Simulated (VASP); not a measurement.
Given:

```
CELL_PARAMETERS angstrom
      2.83731     0.00000     0.00000
      0.00000     2.83731     0.00000
      0.00000     0.00000     2.83731
ATOMIC_POSITIONS crystal
  Ga 0.50000 0.50000 0.50000
  Co 0.00000 0.00000 0.00000
```

Method: PBEsol GGA with spin-orbit coupling, VASP's PBE PAW potentials (set 64) (plane waves; VASP). Numerical set-up: 400 eV cut-off, 12×12×12 Γ-centred mesh, Gaussian smearing of 0.050 eV, potentials Ga_d Co.

Q: What does the run give for the energy per atom (σ→0), band gap (over mesh and band path) with the smallest direct gap where there is one?

A: 
| Item | Result |
|---|---|
| band gap (over mesh and band path) | none (metal, semimetal or under 0.01 eV) |
| energy per atom (σ→0) | -5.895 eV/atom |

The absolute energy has meaning only against runs of the same code, potentials and settings.

The compound is CoGa in the CsCl type structure. It was relaxed first.
